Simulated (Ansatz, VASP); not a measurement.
**YSe in VASP and in Ansatz**

```
Y Se
1.0
     0.00000    2.87500    2.87500
     2.87500    0.00000    2.87500
     2.87500    2.87500    0.00000
Y Se
1 1
Direct
  0.00000 0.00000 0.00000
  0.50000 0.50000 0.50000
```

Alike in both runs: task electric field gradients; functional LDA; k mesh 7 × 7 × 7; occupations fermi-dirac, width 0.03 eV; no spin polarisation.

|  | VASP | Ansatz |
| --- | --- | --- |
| version | VASP 6.6.1 | Ansatz 0.2.0 |
| potentials or method | VASP PAW LDA potentials, release 64 (Y_sv, Se) | PAW with Ansatz's default frozen-core files, scalar-relativistic |
| plane-wave cutoff (eV) | 520 | 420 |
| valence electrons in the cell | 17 | 27 |

|  | VASP | Ansatz | Ansatz less VASP |
| --- | --- | --- | --- |
| pressure (GPa) | -4.5 | -4.6 | -0.14 |
| Vzz of the field gradient on the site that differs most (V/Å²) | 0.0 | 0.0 | 0.00 |

The two sets of potentials don't hold the same shells in valence. Ansatz warned: «gradients_without_spin_orbit».
